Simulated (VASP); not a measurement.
A convergence study with VASP on PbSe (rock salt): one setting is varied, all else stays as given below, so the limit is that of these other settings.

```yaml
crystal:
  lattice:
    - [0.00000, 3.06000, 3.06000]
    - [3.06000, 0.00000, 3.06000]
    - [3.06000, 3.06000, 0.00000]
  atoms:
    - { symbol: Pb, position: [0.00000, 0.00000, 0.00000] }
    - { symbol: Se, position: [0.50000, 0.50000, 0.50000] }
```

Computed with LDA (Ceperley-Alder, Perdew-Zunger), VASP's LDA PAW potentials (set 64) (plane waves; VASP). The tightest run used: 550 eV cut-off, 16×16×16 Γ-centred mesh, tetrahedra with Blöchl corrections, potentials Pb_d Se.

Unless said otherwise, spin-orbit coupling is left out, though it shifts the bands of the heavy elements here. Gaps are read on the run's mesh, which can miss a band edge.

```
setting     E (eV/atom)  pressure (GPa)  gap on the mesh (eV)  irreducible k-points
----------  -----------  --------------  --------------------  --------------------
3×3×3 mesh      -4.7858           -2.96                 1.963                     4
4×4×4 mesh      -4.7179           -1.97                 0.161                     8
5×5×5 mesh      -4.7298           -2.15                 1.110                    10
```

### Question
These are the cheaper rows. Estimate the results at 16×16×16 mesh, and how far the last row shown lies from them.

### Answer

| quantity | tightest run | last row shown is off by |
|---|---|---|
| E (eV/atom) | -4.7222 | -0.0076 |
| pressure (GPa) | -1.95 | -0.21 |
| gap on the mesh (eV) | 0.159 | 0.951 |

Left out are rungs that failed or repeat a setting and relaxations that didn't move; long series are thinned to 24 rows.

The compound is PbSe in the rock salt structure. The cell was not relaxed at this level.
